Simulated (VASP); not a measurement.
Method: PBE GGA, VASP's PBE PAW potentials (set 64) (plane waves; VASP).

Input for VASP

### INCAR
```
! general
SYSTEM =HfB2
PREC   =Accurate
ENCUT  =520   ! plane-wave cut-off (eV)
LREAL  =F   ! projection in real space or not
LASPH  =T

! electronic loop
EDIFF  =1E-6
NELM   =100   ! most electronic steps
ALGO   =Normal   ! blocked Davidson
LMAXMIX=6   ! l cut-off of mixed one-centre charges

! smearing
ISMEAR =0   ! Gaussian
SIGMA  =0.5   ! width (eV)

! functional
GGA    =PE

! ions
ISIF   =2

! output
LWAVE  =F
LCHARG =F
```

### POSCAR
```
HfB2
3.4233860
  0.4584645144  -0.8137650852   0.0000000000
  0.4584645144   0.8137650852   0.0000000000
  0.0000000000   0.0000000000   1.0000000000
Hf B
1 2
Cartesian
  0.0000000000   0.0000000000   0.0000000000
  0.4584645144   0.2712555709   0.5000000000
  0.4644373901  -0.2712555709   0.5000000000
```

File KPOINTS:
```
Automatic
0
Gamma
 10 10 8
0 0 0
```

POTCAR, in this order: Hf_pv B (PBE.64 set). Program: vasp_std.

The run wrote:

**OUTCAR**
```
 ion  position               nearest neighbor table
   1  0.000  0.000  0.000-   3 2.49   3 2.49   2 2.50   2 2.50   2 2.50   2 2.50   3 2.51   3 2.51
                             2 2.53   2 2.53   3 2.53   3 2.53
   2  0.333  0.667  0.500-   3 1.81   3 1.84   3 1.86   1 2.50   1 2.50   1 2.50   1 2.50   1 2.53
                             1 2.53
   3  0.673  0.340  0.500-   2 1.81   2 1.84   2 1.86   1 2.49   1 2.49   1 2.51   1 2.51   1 2.53
                             1 2.53
  LATTYP: Found a base centered orthorhombic cell.
 ALAT       =     3.1390020000
 B/A-ratio  =     1.7749794361
 C/A-ratio  =     1.0905969477
 Subroutine PRICEL returns:
 Original cell was already a primitive cell.
 Subroutine GETGRP returns: Found  2 space group operations
The static configuration has the point symmetry C_1h.
The dynamic configuration has the point symmetry C_1h.
 Subroutine INISYM returns: Found  2 space group operations
 Subroutine IBZKPT returns following result:
 Found    260 irreducible k-points:

 Following reciprocal coordinates:
            Coordinates               Weight
  0.000000  0.000000  0.000000      1.000000
  0.100000  0.000000  0.000000      2.000000
  0.000000  0.100000  0.000000      2.000000
  0.200000  0.000000  0.000000      2.000000
  0.000000  0.200000  0.000000      2.000000
  0.300000  0.000000  0.000000      2.000000
  0.000000  0.300000  0.000000      2.000000
  0.400000  0.000000  0.000000      2.000000
  0.000000  0.400000  0.000000      2.000000
  0.500000  0.000000  0.000000      1.000000
  0.000000  0.500000  0.000000      1.000000
  0.100000  0.100000  0.000000      2.000000
  0.200000  0.100000  0.000000      2.000000
  0.100000  0.200000  0.000000      2.000000
  0.300000  0.100000  0.000000      2.000000
  0.100000  0.300000  0.000000      2.000000
  0.400000  0.100000  0.000000      2.000000
  0.100000  0.400000  0.000000      2.000000
...
```

**OSZICAR**
```
       N       E                     dE             d eps       ncg     rms          rms(c)
DAV:   1     0.280908855085E+02    0.28091E+02   -0.84114E+03  6240   0.126E+03
DAV:   2    -0.269240070358E+02   -0.55015E+02   -0.51763E+02  7684   0.239E+02
DAV:   3    -0.286340136235E+02   -0.17100E+01   -0.16768E+01  8196   0.322E+01
DAV:   4    -0.286478646397E+02   -0.13851E-01   -0.13823E-01  7548   0.312E+00
DAV:   5    -0.286480117925E+02   -0.14715E-03   -0.14711E-03  8188   0.259E-01    0.530E+01
DAV:   6    -0.264944193307E+02    0.21536E+01   -0.51197E+00  7532   0.146E+01    0.384E+01
DAV:   7    -0.264483135097E+02    0.46106E-01   -0.16032E+00  7888   0.874E+00    0.112E+01
DAV:   8    -0.263838102857E+02    0.64503E-01   -0.45493E-01  7364   0.468E+00    0.169E+00
DAV:   9    -0.263802094427E+02    0.36008E-02   -0.27579E-02  7388   0.131E+00    0.223E-01
DAV:  10    -0.263801982777E+02    0.11165E-04   -0.68683E-04  7692   0.225E-01    0.339E-01
DAV:  11    -0.263801982280E+02    0.49683E-07   -0.85516E-05  7640   0.731E-02    0.144E-01
DAV:  12    -0.263801947886E+02    0.34394E-05   -0.85146E-06  7652   0.255E-02    0.259E-02
DAV:  13    -0.263801949888E+02   -0.20020E-06   -0.31974E-07  4484   0.578E-03
   1 F= -.26380195E+02 E0= -.26361403E+02  d E =-.375844E-01
```

OUTCAR:
```
------------------------ aborting loop because EDIFF is reached ----------------------------------------
  FORCE on cell =-STRESS in cart. coord.  units (eV):
  Direction    XX          YY          ZZ          XY          YZ          ZX
  --------------------------------------------------------------------------------------
  Total        0.3629647     -2.0068938      1.0389373      0.0340374      0.0000000      0.0000000
  in kB       19.4255178   -107.4070013     55.6029112      1.8216492      0.0000000      0.0000000
  external PRESSURE =     -10.7928574 kB  Pullay stress =       0.0000000 kB
  volume of cell :       29.94
      direct lattice vectors                 reciprocal lattice vectors
     1.569501000 -2.785832000  0.000000000     0.318572591 -0.179479595  0.000000000
     1.569501000  2.785832000  0.000000000     0.318572591  0.179479595  0.000000000
     0.000000000  0.000000000  3.423386000     0.000000000  0.000000000  0.292108456
 POSITION                                       TOTAL-FORCE (eV/Angst)
 -----------------------------------------------------------------------------------
      0.00000      0.00000      0.00000         0.149146      0.002007      0.000000
      1.56950      0.92861      1.71169         0.175492      0.061897      0.000000
      1.58995     -0.92861      1.71169        -0.324638     -0.063903      0.000000
 -----------------------------------------------------------------------------------
    total drift:                                0.000003      0.000001      0.000000
  FREE ENERGIE OF THE ION-ELECTRON SYSTEM (eV)
  ---------------------------------------------------
  free  energy   TOTEN  =       -26.3801949888 eV

  energy  without entropy=      -26.3426105881  energy(sigma->0) =      -26.36140279
```
(Selected blocks of OUTCAR.)

The compound is HfB2 in the AlB2 type structure. The cell was not relaxed at this level, atoms are displaced from their ideal sites. The run is one of a series of settings (ISMEAR = 0, SIGMA = 0.5 against the base run), some of them coarse on purpose.
